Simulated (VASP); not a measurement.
Method: PBE GGA, VASP's PBE PAW potentials (set 64) (plane waves; VASP).

The input files of a VASP run:

KPOINTS:
```
Automatic mesh
0
Gamma
14 14 14
0 0 0
```

### INCAR
```
! general
SYSTEM  = Ta
PREC    = Accurate
ENCUT   = 480   ! plane-wave cut-off (eV)
LREAL   = .False.   ! projection in real space or not
LASPH   = .True.   ! aspherical one-centre terms

! electronic loop
EDIFF   = 1E-7
NELM    = 100   ! most electronic steps
ALGO    = Normal
LMAXMIX = 6   ! l cut-off of mixed one-centre charges

! smearing
ISMEAR  = 1
SIGMA   = 0.1   ! width (eV)

! functional
GGA     = PE   ! PBE

! ions
IBRION  = 2   ! conjugate gradients
NSW     = 40   ! most ionic steps
ISIF    = 3
EDIFFG  = -0.01
PSTRESS = 300   ! kbar

! output
LWAVE   = .False.
LCHARG  = .False.
```

### POSCAR
```
Ta
1.0
 -1.6597305179   1.6597305179   1.6597305179
  1.6597305179  -1.6597305179   1.6597305179
  1.6597305179   1.6597305179  -1.6597305179
Ta
1
Cartesian
  0.0000000000   0.0000000000   0.0000000000
```

POTCAR, in this order: Ta_pv (PBE.64 set). Program: vasp_std.

What VASP printed:

File OSZICAR:
```
       N       E                     dE             d eps       ncg     rms          rms(c)
DAV:   1     0.438872689942E+02    0.43887E+02   -0.63610E+03  1872   0.109E+03
DAV:   2    -0.115614798755E+02   -0.55449E+02   -0.54750E+02  2336   0.238E+02
DAV:   3    -0.122837000797E+02   -0.72222E+00   -0.70739E+00  2208   0.269E+01
DAV:   4    -0.122871444242E+02   -0.34443E-02   -0.34450E-02  2114   0.168E+00
DAV:   5    -0.122871665924E+02   -0.22168E-04   -0.22168E-04  2098   0.118E-01    0.132E+01
DAV:   6    -0.119264577810E+02    0.36071E+00   -0.41292E-01  1938   0.781E+00    0.640E+00
DAV:   7    -0.118205562784E+02    0.10590E+00   -0.31888E-01  1968   0.650E+00    0.408E-01
DAV:   8    -0.118192279841E+02    0.13283E-02   -0.17372E-03  2091   0.475E-01    0.979E-02
DAV:   9    -0.118192358711E+02   -0.78870E-05   -0.16239E-04  1995   0.168E-01    0.343E-02
DAV:  10    -0.118192301815E+02    0.56896E-05   -0.36242E-06  2005   0.303E-02    0.117E-02
DAV:  11    -0.118192309749E+02   -0.79343E-06   -0.10511E-07  1542   0.329E-03    0.274E-04
DAV:  12    -0.118192309179E+02    0.56998E-07   -0.49809E-09   986   0.813E-04
   1 F= -.83948395E+01 E0= -.83948699E+01  d E =-.839484E+01
       N       E                     dE             d eps       ncg     rms          rms(c)
DAV:   1    -0.242387561229E+02   -0.12420E+02   -0.46086E+02  1896   0.284E+02    0.550E+01
DAV:   2    -0.109420513405E+02    0.13297E+02   -0.16591E+01  1901   0.650E+01    0.194E+01
DAV:   3    -0.723143874142E+01    0.37106E+01   -0.93544E+00  1933   0.477E+01    0.783E+00
DAV:   4    -0.729037361829E+01   -0.58935E-01   -0.36614E-01  2190   0.691E+00    0.108E+00
DAV:   5    -0.728899523466E+01    0.13784E-02   -0.48369E-03  1998   0.759E-01    0.366E-01
DAV:   6    -0.728903670458E+01   -0.41470E-04   -0.75619E-05  2052   0.150E-01    0.185E-02
DAV:   7    -0.728903697593E+01   -0.27135E-06   -0.15283E-06  2137   0.164E-02    0.386E-03
DAV:   8    -0.728903681385E+01    0.16208E-06   -0.74856E-08  1448   0.340E-03    0.257E-04
DAV:   9    -0.728903681622E+01   -0.23720E-08   -0.42853E-09  1035   0.823E-04
   2 F= -.52974023E+01 E0= -.52975311E+01  d E =0.309744E+01
       N       E                     dE             d eps       ncg     rms          rms(c)
DAV:   1    -0.222664924515E+02   -0.14977E+02   -0.44931E+02  1883   0.348E+02    0.347E+01
DAV:   2    -0.134422225028E+02    0.88243E+01   -0.14776E+01  1913   0.443E+01    0.146E+01
DAV:   3    -0.116319421109E+02    0.18103E+01   -0.65526E+00  1992   0.295E+01    0.208E+00
DAV:   4    -0.116716285090E+02   -0.39686E-01   -0.57832E-02  2025   0.242E+00    0.135E+00
DAV:   5    -0.116930328687E+02   -0.21404E-01   -0.23122E-02  2161   0.131E+00    0.229E-01
DAV:   6    -0.116930895332E+02   -0.56664E-04   -0.34177E-04  1993   0.185E-01    0.996E-02
DAV:   7    -0.116930906906E+02   -0.11574E-05   -0.42463E-06  2202   0.252E-02    0.789E-03
DAV:   8    -0.116930906164E+02    0.74198E-07   -0.15172E-07  1556   0.492E-03
   3 F= -.85981090E+01 E0= -.85981536E+01  d E =-.203269E+00
       N       E                     dE             d eps       ncg     rms          rms(c)
DAV:   1    -0.116686277269E+02    0.24463E-01   -0.30815E-01  1905   0.825E+00    0.956E-01
DAV:   2    -0.116613129529E+02    0.73148E-02   -0.94551E-03  1905   0.129E+00    0.330E-01
DAV:   3    -0.116595705538E+02    0.17424E-02   -0.54686E-03  1937   0.940E-01    0.122E-01
DAV:   4    -0.116596110272E+02   -0.40473E-04   -0.71340E-05  2173   0.983E-02    0.118E-02
DAV:   5    -0.116596110833E+02   -0.56092E-07   -0.60576E-06  1948   0.297E-02    0.693E-03
DAV:   6    -0.116596109160E+02    0.16738E-06   -0.12097E-07  1494   0.484E-03    0.329E-04
DAV:   7    -0.116596109344E+02   -0.18392E-07   -0.33490E-09   961   0.808E-04
   4 F= -.86024745E+01 E0= -.86024841E+01  d E =-.207635E+00
       N       E                     dE             d eps       ncg     rms          rms(c)
DAV:   1    -0.116452844725E+02    0.14326E-01   -0.59809E-02  1905   0.365E+00    0.423E-01
DAV:   2    -0.116438713741E+02    0.14131E-02   -0.18243E-03  1904   0.565E-01    0.147E-01
DAV:   3    -0.116435354597E+02    0.33591E-03   -0.10564E-03  1937   0.414E-01    0.536E-02
DAV:   4    -0.116435452441E+02   -0.97844E-05   -0.13669E-05  2179   0.431E-02    0.520E-03
DAV:   5    -0.116435453448E+02   -0.10069E-06   -0.11510E-06  1947   0.130E-02    0.306E-03
DAV:   6    -0.116435452783E+02    0.66468E-07   -0.21607E-08   995   0.209E-03
   5 F= -.86029323E+01 E0= -.86029195E+01  d E =-.208093E+00
```

File OUTCAR:
```
------------------------ aborting loop because EDIFF is reached ----------------------------------------
  FORCE on cell =-STRESS in cart. coord.  units (eV):
  Direction    XX          YY          ZZ          XY          YZ          ZX
  --------------------------------------------------------------------------------------
  Total        3.0402549      3.0402549      3.0402549     -0.0000000      0.0000000      0.0000000
  in kB      299.9646687    299.9646687    299.9646687     -0.0000000      0.0000000      0.0000000
  external PRESSURE =      -0.0353313 kB  Pullay stress =     300.0000000 kB
  volume of cell :       16.24
      direct lattice vectors                 reciprocal lattice vectors
    -1.595255165  1.595255165  1.595255165     0.000000000  0.313429482  0.313429482
     1.595255165 -1.595255165  1.595255165     0.313429482  0.000000000  0.313429482
     1.595255165  1.595255165 -1.595255165     0.313429482  0.313429482  0.000000000
 POSITION                                       TOTAL-FORCE (eV/Angst)
 -----------------------------------------------------------------------------------
      0.00000     -0.00000      0.00000         0.000000      0.000000      0.000000
 -----------------------------------------------------------------------------------
    total drift:                               -0.000000      0.000000      0.000000
  FREE ENERGIE OF THE ION-ELECTRON SYSTEM (eV)
  ---------------------------------------------------
  free  energy   TOTEN  =       -11.6435452783 eV

  energy  without entropy=      -11.6435067597  energy(sigma->0) =      -11.64353244
  enthalpy is  TOTEN    =        -8.6029323183 eV   P V=        3.0406129600

 reached required accuracy - stopping structural energy minimisation
```
(Selected blocks of OUTCAR.)

CONTCAR:
```
Ta
   1.00000000000000
    -1.5952551654177509    1.5952551654177509    1.5952551654177509
     1.5952551654177509   -1.5952551654177509    1.5952551654177509
     1.5952551654177509    1.5952551654177509   -1.5952551654177509
  Ta
     1
Direct
     0.0000000000000000    0.0000000000000000    0.0000000000000000
```

OUTCAR:
```
 val. band max:        6.2850733338   @ k =  -0.3571   0.4286   0.0714

 cond. band min:       6.3544928485   @ k =   0.3571   0.2143   0.0714


 Fermi energy:         6.3429062414

 k-point     1 :       0.0000    0.0000    0.0000
  band No.  band energies     occupation
      1     -26.2986      2.00000
      2     -26.2986      2.00000
      3     -26.2986      2.00000
      4      -1.9398      2.00000
      5       7.0770     -0.00000
      6       7.0770     -0.00000
      7       7.0770     -0.00000
      8      10.7312      0.00000
      9      10.7312      0.00000

 k-point     2 :       0.0714    0.0000    0.0000
  band No.  band energies     occupation
      1     -26.3891      2.00000
      2     -26.3255      2.00000
      3     -26.2993      2.00000
      4      -1.6797      2.00000
      5       6.9051     -0.00000
      6       7.0250     -0.00000
      7       7.3331     -0.00000
      8      10.4500      0.00000
      9      10.7293      0.00000

 k-point     3 :       0.1429    0.0000    0.0000
  band No.  band energies     occupation
      1     -26.6363      2.00000
      2     -26.4002      2.00000
      3     -26.3014      2.00000
      4      -0.9545      2.00000
      5       6.4586     -0.06935
      6       6.7855     -0.00000
      7       8.0882     -0.00000
      8      10.0156      0.00000
      9      10.7497      0.00000

 k-point     4 :       0.2143    0.0000    0.0000
  band No.  band energies     occupation
      1     -26.9789      2.00000
      2     -26.5063      2.00000
      3     -26.3045      2.00000
      4       0.0561      2.00000
      5       5.8860      2.00000
      6       6.3596      0.72121
      7       9.3004      0.00000
      8       9.9651      0.00000
      9      10.8472      0.00000

 k-point     5 :       0.2857    0.0000    0.0000
  band No.  band energies     occupation
      1     -27.3412      2.00000
      2     -26.6218      2.00000
      3     -26.3079      2.00000
...
```

Energy and stress use the plane-wave basis of the starting cell. Unless said otherwise, spin-orbit coupling is left out, though it shifts the bands of the heavy elements here.

The compound is Ta in the bcc structure. This run relaxes it under an external pressure of 30 GPa. Symmetry was kept, so distortions that lower it aren't found.
